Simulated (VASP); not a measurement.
# Al3BiO3 (P2_1/m) in VASP: further runs

One crystal, Al3BiO3, is run at these levels: PBE; tasks: equation of state.

All numbers are computed with VASP 6.6.1; they aren't measurements. Logs are shortened: lines on timing, memory, paths and dates and some standing lists are left out, and cuts for length are marked.

**1. Starting point**

The structure is monoclinic, space group P2_1/m (No. 11). Conventional cell: a = 9.256 Å, b = 3.050 Å, c = 9.350 Å, α = 90.00°, β = 109.83°, γ = 90.00°. Around Al (site symmetry m) lie 3 O at 1.82 to 1.83 Å. Al (site symmetry m) has 3 O at 1.85 to 1.86 Å as nearest neighbours. Around Al (site symmetry m) lie 3 O at 1.82 to 1.84 Å. Bi (site symmetry m) has 3 Al at 2.74 to 2.98 Å and 2 Bi at 3.05 Å as nearest neighbours. Around O (site symmetry m) lie 3 Al at 1.82 to 1.85 Å. O (site symmetry m) is surrounded by 3 Al at 1.82 to 1.86 Å. O (site symmetry m) is surrounded by 3 Al at 1.83 to 1.84 Å.

The cell was built by a generator and needn't be a form met in nature.

**2. Equation of state, PBE, 17.73 Å³/atom**

INCAR reads:

```
PREC     = Accurate       # precision mode
ENCUT    = 520            # plane-wave cutoff, eV
EDIFF    = 1E-6           # SCF threshold, eV
ISMEAR   = 0              # smearing method
SIGMA    = 0.1            # smearing width, eV
LREAL    = F              # projectors in reciprocal space
LASPH    = T              # aspherical terms in the spheres
NELM     = 100            # most SCF steps
ALGO     = Normal         # electronic algorithm
ISIF     = 4              # what is computed and relaxed
LWAVE    = F              # write WAVECAR
LCHARG   = F              # write CHGCAR
GGA      = PE             # functional
IBRION   = 2              # ionic algorithm
NSW      = 30             # ionic steps
EDIFFG   = -0.02          # ionic threshold
KPAR     = 8
```

KPOINTS reads:

```
Automatic mesh
0
Gamma
  4 10 4
```

POSCAR reads:

```
Al3BiO3
1.0
    9.2559760000      0.0000000000      0.0000000000
    0.0000000000      3.0497800000      0.0000000000
   -3.1722030000      0.0000000000      8.7951640000
Al Bi O
6 2 6
Direct
    0.8083950000      0.7500000000      0.6779190000
    0.6746540000      0.2500000000      0.3575450000
    0.8661050000      0.7500000000      0.1717030000
    0.1916050000      0.2500000000      0.3220810000
    0.1338950000      0.2500000000      0.8282970000
    0.3253460000      0.7500000000      0.6424550000
    0.3580810000      0.2500000000      0.1292550000
    0.6419190000      0.7500000000      0.8707450000
    0.7776350000      0.2500000000      0.5653820000
    0.7577500000      0.7500000000      0.3018930000
    0.9840850000      0.2500000000      0.2223420000
    0.2223650000      0.7500000000      0.4346180000
    0.0159150000      0.7500000000      0.7776580000
    0.2422500000      0.2500000000      0.6981070000
```

Potentials or basis: VASP PAW PBE potentials, release 64 (Al, Bi_d, O).

Command:

```
$ cat potpaw_PBE.64/Al/POTCAR potpaw_PBE.64/Bi_d/POTCAR potpaw_PBE.64/O/POTCAR > POTCAR
$ mpirun -np 8 vasp_std > vasp.out
```

OUTCAR:

```text
PREC = Accurate
   ENCUT = 520
   EDIFF = 1E-6
   ISMEAR = 0
   LREAL = F
   LASPH = T
   NELM = 100
   ISIF = 4
   GGA = PE
   IBRION = 2
   NSW = 30
   EDIFFG = -0.02

 ion  position               nearest neighbor table
   1  0.808  0.750  0.678-   9 1.82   9 1.82  13 1.83   8 2.74   2 3.21   2 3.21   5 3.24   5 3.24

   2  0.675  0.250  0.358-   9 1.85  10 1.86  10 1.86   7 2.98   1 3.21   1 3.21   3 3.25   3 3.25

   3  0.866  0.750  0.172-  10 1.82  11 1.84  11 1.84   8 2.87   4 3.24   4 3.24   2 3.25   2 3.25

   4  0.192  0.250  0.322-  12 1.82  12 1.82  11 1.83   7 2.74   6 3.21   6 3.21   3 3.24   3 3.24

   5  0.134  0.250  0.828-  14 1.82  13 1.84  13 1.84   7 2.87   1 3.24   1 3.24   6 3.25   6 3.25

   6  0.325  0.750  0.642-  12 1.85  14 1.86  14 1.86   8 2.98   4 3.21   4 3.21   5 3.25   5 3.25

   7  0.358  0.250  0.129-   4 2.74   5 2.87   2 2.98
   8  0.642  0.750  0.871-   1 2.74   3 2.87   6 2.98
   9  0.778  0.250  0.565-   1 1.82   1 1.82   2 1.85
  10  0.758  0.750  0.302-   3 1.82   2 1.86   2 1.86
  11  0.984  0.250  0.222-   4 1.83   3 1.84   3 1.84
  12  0.222  0.750  0.435-   4 1.82   4 1.82   6 1.85
  13  0.016  0.750  0.778-   1 1.83   5 1.84   5 1.84
  14  0.242  0.250  0.698-   5 1.82   6 1.86   6 1.86

  LATTYP: Found a simple monoclinic cell.
 ALAT       =     9.2559760000
 B/A-ratio  =     0.3294930756
 C/A-ratio  =     1.0101309337
 COS(beta)  =    -0.3392822041

  Lattice vectors:

 A1 = (   9.2559760000,   0.0000000000,   0.0000000000)
 A2 = (   0.0000000000,   3.0497800000,   0.0000000000)
 A3 = (  -3.1722030000,   0.0000000000,   8.7951640000)

Analysis of symmetry for initial positions (statically):
=====================================================================
 Subroutine PRICEL returns:
 Original cell was already a primitive cell.

 Routine SETGRP: Setting up the symmetry group for a
 simple monoclinic supercell.

 Subroutine GETGRP returns: Found  4 space group operations
 (whereof  2 operations were pure point group operations)
 out of a pool of  4 trial point group operations.

The static configuration has the point symmetry S_2 .
 The point group associated with its full space group is C_2h.

Analysis of symmetry for dynamics (positions and initial velocities):
=====================================================================
 Subroutine PRICEL returns:
 Original cell was already a primitive cell.

 Routine SETGRP: Setting up the symmetry group for a
 simple monoclinic supercell.

 Subroutine GETGRP returns: Found  4 space group operations
 (whereof  2 operations were pure point group operations)
 out of a pool of  4 trial point group operations.

The dynamic configuration has the point symmetry S_2 .
 The point group associated with its full space group is C_2h.

 Subroutine INISYM returns: Found  4 space group operations
 (whereof  2 operations are pure point group operations),
 and found     1 'primitive' translations

----------------------------------------------------------------------------------------

                                     Primitive cell

  volume of cell :     248.2760

  direct lattice vectors                    reciprocal lattice vectors
     9.255976000  0.000000000  0.000000000     0.108038310  0.000000000  0.038966806
     0.000000000  3.049780000  0.000000000     0.000000000  0.327892504  0.000000000
    -3.172203000  0.000000000  8.795164000     0.000000000  0.000000000  0.113698846

  length of vectors
     9.255976000  3.049780000  9.349747679     0.114850722  0.327892504  0.113698846

  position of ions in fractional coordinates (direct lattice)
     0.808395000  0.750000000  0.677919000
     0.674654000  0.250000000  0.357545000
     0.866105000  0.750000000  0.171703000
     0.191605000  0.250000000  0.322081000
     0.133895000  0.250000000  0.828297000
     0.325346000  0.750000000  0.642455000
     0.358081000  0.250000000  0.129255000
     0.641919000  0.750000000  0.870745000
     0.777635000  0.250000000  0.565382000
     0.757750000  0.750000000  0.301893000
     0.984085000  0.250000000  0.222342000
     0.222365000  0.750000000  0.434618000
     0.015915000  0.750000000  0.777658000
     0.242250000  0.250000000  0.698107000

  ion indices of the primitive-cell ions
   primitive index   ion index
                 1           1
                 2           2
                 3           3
                 4           4
                 5           5
                 6           6
                 7           7
                 8           8
                 9           9
                10          10
                11          11
                12          12
                13          13
                14          14

----------------------------------------------------------------------------------------

 KPOINTS: Automatic mesh

Automatic generation of k-mesh.
 Grid dimensions read from file:
 generate k-points for:    4   10    4

 Generating k-lattice:

  Cartesian coordinates                     Fractional coordinates (reciprocal lattice)
     0.027009577  0.000000000  0.009741702     0.250000000  0.000000000  0.000000000
     0.000000000  0.032789250  0.000000000     0.000000000  0.100000000  0.000000000
     0.000000000  0.000000000  0.028424712     0.000000000  0.000000000  0.250000000

  Length of vectors
     0.028712680  0.032789250  0.028424712

  Shift w.r.t. Gamma in fractional coordinates (k-lattice)
     0.000000000  0.000000000  0.000000000

 Subroutine IBZKPT returns following result:
 ===========================================

 Found     60 irreducible k-points:

 Following reciprocal coordinates:
            Coordinates               Weight
  0.000000  0.000000  0.000000      1.000000
  0.250000  0.000000 -0.000000      2.000000
  0.500000  0.000000 -0.000000      1.000000
  0.000000  0.100000  0.000000      2.000000
  0.250000  0.100000 -0.000000      4.000000
  0.500000  0.100000 -0.000000      2.000000
[... 16 lines left out ...]
  0.000000  0.100000  0.250000      4.000000
  0.250000  0.100000  0.250000      4.000000
 [... further k-points ...]
   k-points           NKPTS =     60   k-points in BZ     NKDIM =     60   number of bands    NBANDS=     50
   number of dos      NEDOS =    301   number of ions     NIONS =     14
   total plane-waves  NPLWV = 117600
   dimension x,y,z NGX =    70 NGY =   24 NGZ =   70
   dimension x,y,z NGXF=   140 NGYF=   48 NGZF=  140
   ions per type =               6   2   6
   NGX,Y,Z   is equivalent  to a cutoff of  12.57, 13.08, 12.45 a.u.
   NGXF,Y,Z  is equivalent  to a cutoff of  25.15, 26.17, 24.89 a.u.
 SYSTEM =  unknown system
   PREC   = accura    normal or accurate (medium, high low for compatibility)
   ISTART =      0    job   : 0-new  1-cont  2-samecut
   ICHARG =      2    charge: 1-file 2-atom 10-const
   ISPIN  =      1    spin polarized calculation?
   LNONCOLLINEAR =      F non collinear calculations
   LSORBIT =      F    spin-orbit coupling
   LASPH  =      T    aspherical Exc in radial PAW
   ENCUT  =  520.0 eV  38.22 Ry    6.18 a.u.  17.21  5.67 17.38*2*pi/ulx,y,z
   NELM   =    100;   NELMIN=  2; NELMDL= -5     # of ELM steps
   EDIFF  = 0.1E-05   stopping-criterion for ELM
   LREAL  =      F    real-space projection
   EDIFFG = -.2E-01   stopping-criterion for IOM
   NSW    =     30    number of steps for IOM
   IBRION =      2    ionic relax: 0-MD 1-quasi-New 2-CG
   NFREE  =      1    steps in history (QN), initial steepest desc. (CG)
   ISIF   =      4    stress and relaxation
   ISYM   =      2    0-nonsym 1-usesym 2-fastsym
   POTIM  = 0.5000    time-step for ionic-motion
   TEBEG  =    0.0;   TEEND  =   0.0 temperature during run
   PSTRESS=    0.0 pullay stress
   NELECT =      84.0000    total number of electrons
   NUPDOWN=      -1.0000    fix difference up-down
   EMIN   =  10.00;   EMAX   =-10.00  energy-range for DOS
   EFERMI =   0.00;   METHOD = LEGACY
   ISMEAR =     0;   SIGMA  =   0.10  broadening in eV -4-tet -1-fermi 0-gaus
   EFERMI_NEDOS =   21; number of points for ismear=-14 and -15
   IALGO  =     38    algorithm
   IMIX   =      4    mixing-type and parameters
     AMIX     =   0.40;   BMIX     =  1.00
     AMIX_MAG =   1.60;   BMIX_MAG =  1.00
  volume/ion in A,a.u.               =      17.73       119.67
  Fermi-wavevector in a.u.,A,eV,Ry     =   1.140748  2.155701 17.705342  1.301306
  Thomas-Fermi vector in A             =   2.277449
   LORBIT       =      0    0 simple, 1 ext, 2 COOP (PROOUT), +10 PAW based schemes
   GGA     = PE    functional components
   LHFCALC =     F    Hartree Fock is set to
   AEXX    =    0.0000 exact exchange contribution
   IVDW    =     0    specifies the selected vdW correction
   LEPSILON=     F    determine dielectric tensor
   LRPA    =     F    only Hartree local field effects (RPA)
 conjugate gradient relaxation of ions
 non-spin polarized calculation
 Gauss-broadening in eV      SIGMA  =   0.10
  energy-cutoff  :      520.00
  volume of cell :      248.28
 maximum number of plane-waves:      6715
 NGX is ok and might be reduce to    70
   NGX = 35   NGY = 11   NGZ = 35

 number of electron      84.0000026 magnetization

 Free energy of the ion-electron system (eV)
  ---------------------------------------------------
  ext. energy  EPLUGINS =         0.00000000
  ---------------------------------------------------
  free energy    TOTEN  =       -86.93615384 eV

  energy without entropy =      -86.92499139  energy(sigma->0) =      -86.93057261

 E-fermi :   6.0791     XC(G=0):  -9.1647

 val. band max:        6.0562258798   @ k =   0.5000   0.1000  -0.0000
 cond. band min:       6.1127692811   @ k =  -0.2500   0.2000   0.2500
 fundamental gap:      0.0565434013
 Fermi energy:         6.0790746984

 k-point     1 :       0.0000    0.0000    0.0000
  band No.  band energies     occupation
      1     -17.2122      2.00000
      2     -17.2121      2.00000
      3     -16.8383      2.00000
      4     -16.8332      2.00000
      5     -16.8138      2.00000
      6     -16.8106      2.00000
[... 42 lines left out ...]
     49       9.4017      0.00000
     50       9.9071      0.00000

 k-point     2 :       0.2500    0.0000   -0.0000
  band No.  band energies     occupation
      1     -17.2122      2.00000
      2     -17.2121      2.00000
      3     -16.8386      2.00000
      4     -16.8329      2.00000
      5     -16.8137      2.00000
      6     -16.8107      2.00000
[... 1158 lines left out ...]
 k-point    24 :       0.2500    0.1000    0.2500
  band No.  band energies     occupation
      1     -17.1627      2.00000
      2     -17.1627      2.00000
      3     -16.8365      2.00000
      4     -16.8308      2.00000
      5     -16.8198      2.00000
      6     -16.8198      2.00000
[... 42 lines left out ...]
     49       9.4850      0.00000
     50       9.8348      0.00000

 [... further k-points ...]

------------------------ aborting loop because EDIFF is reached ----------------------------------------

  FORCE on cell =-STRESS in cart. coord.  units (eV):
  Direction    XX          YY          ZZ          XY          YZ          ZX
  --------------------------------------------------------------------------------------
  -------------------------------------------------------------------------------------
  Total       -0.0109747      0.0031050     -0.0148585      0.0000000      0.0000000      0.0072518
  in kB       -0.0708221      0.0200371     -0.0958853      0.0000000      0.0000000      0.0467973
  external PRESSURE =      -0.0488901 kB  Pullay stress =       0.0000000 kB

 VOLUME and BASIS-vectors are now :
 -----------------------------------------------------------------------------
  energy-cutoff  :      520.00
  volume of cell :      248.28
      direct lattice vectors                 reciprocal lattice vectors
     9.255976000  0.000000000  0.000000000     0.108038310  0.000000000  0.038966806
     0.000000000  3.049780000  0.000000000     0.000000000  0.327892504  0.000000000
    -3.172203000  0.000000000  8.795164000     0.000000000  0.000000000  0.113698846

 POSITION                                       TOTAL-FORCE (eV/Angst)
 -----------------------------------------------------------------------------------
      5.33199      2.28734      5.96241         0.007274      0.000000      0.006680
      5.11038      0.76245      3.14467         0.000868      0.000000     -0.001465
      7.47197      2.28734      1.51016        -0.004237      0.000000      0.001343
      0.75178      0.76245      2.83276        -0.007274      0.000000     -0.006680
     -1.38820      0.76245      7.28501         0.004237     -0.000000     -0.001343
      0.97340      2.28734      5.65050        -0.000868     -0.000000      0.001465
      2.90437      0.76245      1.13682        -0.004378      0.000000      0.003057
      3.17941      2.28734      7.65835         0.004378      0.000000     -0.003057
      5.40426      0.76245      4.97263        -0.003477      0.000000      0.001229
      6.05605      2.28734      2.65520         0.002481      0.000000      0.008987
      8.40335      0.76245      1.95553        -0.005540      0.000000     -0.001593
      0.67951      2.28734      3.82254         0.003477     -0.000000     -0.001229
     -2.31958      2.28734      6.83963         0.005540      0.000000      0.001593
      0.02772      0.76245      6.13997        -0.002481      0.000000     -0.008987
 -----------------------------------------------------------------------------------
    total drift:                                0.000000     -0.000000     -0.000000

  FREE ENERGIE OF THE ION-ELECTRON SYSTEM (eV)
  ---------------------------------------------------
  free  energy   TOTEN  =       -86.9361538371 eV

  energy  without entropy=      -86.9249913920  energy(sigma->0) =      -86.93057261

 reached required accuracy - stopping structural energy minimisation
```

Wall time 80 s (8 MPI ranks of AMD EPYC 9R45 (Zen 5), shared host); peak memory 0.74 GiB.

What came out:

| Item | Value |
| --- | --- |
| Free energy | -86.9362 eV |
| Pressure | 0.0 GPa |
| Largest force | 0.010 eV/Å |
| Band gap on the k mesh | none (metal or under the smearing width) |

Caveat: spin-orbit coupling is left out, which moves the levels of the heavy elements.

**3. Equation of state, PBE, 18.27 Å³/atom (volume scaled by 1.03)**

INCAR is that of step 2.

KPOINTS is that of step 2.

Edit POSCAR of step 2 so:

```diff
@@ -2,5 +2,5 @@
 1.0
-    9.2559760000      0.0000000000      0.0000000000
-    0.0000000000      3.0497800000      0.0000000000
-   -3.1722030000      0.0000000000      8.7951640000
+    9.3476252871      0.0000000000      0.0000000000
+    0.0000000000      3.0799778055      0.0000000000
+   -3.2036129932      0.0000000000      8.8822504953
 Al Bi O
```

Potentials or basis: VASP PAW PBE potentials, release 64 (Al, Bi_d, O).

Command:

```
$ cat potpaw_PBE.64/Al/POTCAR potpaw_PBE.64/Bi_d/POTCAR potpaw_PBE.64/O/POTCAR > POTCAR
$ mpirun -np 8 vasp_std > vasp.out
```

Run time: 16 min. Hardware: 8 MPI ranks of AMD EPYC 9R45 (Zen 5), shared host; peak memory 0.79 GiB.

It converged, with:

| Item | Value |
| --- | --- |
| Free energy | -86.9115 eV |
| Pressure | -1.3 GPa |
| Largest force | 0.014 eV/Å |
| Band gap on the k mesh | none (metal or under the smearing width) |

Caveat: spin-orbit coupling is left out, which moves the levels of the heavy elements.

**4. Equation of state, PBE, 18.80 Å³/atom (volume scaled by 1.06)**

INCAR is that of step 3.

KPOINTS is that of step 3.

Edit POSCAR of step 3 so:

```diff
@@ -2,5 +2,5 @@
 1.0
-    9.3476252871      0.0000000000      0.0000000000
-    0.0000000000      3.0799778055      0.0000000000
-   -3.2036129932      0.0000000000      8.8822504953
+    9.4375118136      0.0000000000      0.0000000000
+    0.0000000000      3.1095947936      0.0000000000
+   -3.2344188541      0.0000000000      8.9676619897
 Al Bi O
```

Command:

```
$ cat potpaw_PBE.64/Al/POTCAR potpaw_PBE.64/Bi_d/POTCAR potpaw_PBE.64/O/POTCAR > POTCAR
$ mpirun -np 8 vasp_std > vasp.out
```

Wall time 19 min (8 MPI ranks of AMD EPYC 9R45 (Zen 5), shared host); peak memory 0.82 GiB.

It converged, with:

* Free energy: -86.8303 eV
* Pressure: -2.4 GPa
* Largest force: 0.015 eV/Å
* Band gap on the k mesh: none (metal or under the smearing width)

Caveat: spin-orbit coupling is left out, which moves the levels of the heavy elements.
